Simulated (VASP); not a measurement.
Input:

```
CELL_PARAMETERS angstrom
      2.12155     1.22488     6.92745
     -2.12155     1.22488     6.92745
      0.00000    -2.44976     6.92745
ATOMIC_POSITIONS crystal
  Pb 0.75317 0.75317 0.75317
  Pb 0.24683 0.24683 0.24683
  Se 0.00000 0.00000 0.00000
  S  0.50000 0.50000 0.50000
```

All values below come from PBEsol GGA, VASP's PBE PAW potentials (set 64) (plane waves; VASP). Settings: 400 eV cut-off, 7×7×7 Γ-centred mesh, tetrahedra with Blöchl corrections, potentials Pb_d Se S.

The cores are frozen, which limits the accuracy of field gradients.

### Question
Give the principal components of the electric field gradient (V/Å²) and the asymmetry η at each nucleus.

### Answer

```csv
atom,Vxx,Vyy,Vzz,η
Pb1,1.8,1.8,-3.6,0.00
Pb2,1.8,1.8,-3.6,0.00
Se3,-9.0,-9.0,18.0,0.00
S4,3.9,3.9,-7.8,0.00
```

The structure comes from a computed database's Pb2SeS entry (R-3m); how it stands against other phases isn't given here. It was relaxed first.
